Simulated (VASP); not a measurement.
BiS:

```
Bi S
1.0
     2.10927    1.21779    3.50049
    -2.10927    1.21779    3.50049
     0.00000   -2.43558    3.50049
Bi S
1 1
Direct
  0.00000 0.00000 0.00000
  0.50000 0.50000 0.50000
```

The cell was built by a generator and needn't be a form met in nature.

```yaml
Program: VASP 6.6.1
Task: relaxation of cell and atoms
Functional: PBE
Potentials_or_basis: VASP PAW PBE potentials, release 64 (Bi_d, S)
Cutoff: 900 eV
k_mesh: 8 × 8 × 8
Occupations: fermi-dirac, width 0.05 eV
Spin: no spin polarisation
```

At the start: pressure -1.3 GPa; volume 26.97 Å³/atom.

How do energy, volume and symmetry change on relaxing?

Over 16 steps the energy falls by 57.2 meV/atom and the volume is 25.24 Å³/atom (-6.4 %); space group R-3m (No. 166, to 0.05 Å).

Step by step:
| step | energy change (eV) | largest force (eV/Å) | pressure (GPa) | volume (Å³) |
| --- | --- | --- | --- | --- |
| 1 | 0.0000 | 0.0000 | -1.34 | 53.95 |
| 2 | -0.0049 | 0.0000 | 0.61 | 52.21 |
| 3 | -0.0056 | 0.0000 | 0.05 | 52.67 |
| 4 | -0.0067 | 0.0000 | 0.06 | 52.64 |
| 5 | -0.0112 | 0.0000 | 0.09 | 52.54 |
| 6 | -0.0259 | 0.0000 | 0.09 | 52.31 |
| 7 | -0.0740 | 0.0000 | -0.06 | 51.73 |
| 8 | -0.1039 | 0.0000 | -0.24 | 50.12 |
| 9 | -0.1130 | 0.0000 | -0.18 | 50.88 |
| 10 | -0.1141 | 0.0000 | -0.29 | 50.73 |
| 11 | -0.1142 | 0.0000 | -0.27 | 50.68 |
| 12 | -0.0893 | 0.0000 | 3.05 | 48.00 |
| 13 | -0.1143 | 0.0000 | -0.06 | 50.50 |
| 14 | -0.1143 | 0.0000 | -0.06 | 50.51 |
| 15 | -0.1136 | 0.0000 | 0.32 | 50.36 |
| 16 | -0.1143 | 0.0000 | 0.02 | 50.48 |

Final structure:
```yaml
crystal:
  lattice:
    - [1.91525, 1.10577, 3.97254]
    - [-1.91525, 1.10577, 3.97254]
    - [0.00000, -2.21154, 3.97254]
  atoms:
    - { symbol: Bi, position: [0.00000, 0.00000, 0.00000] }
    - { symbol: S, position: [0.50000, 0.50000, 0.50000] }
```
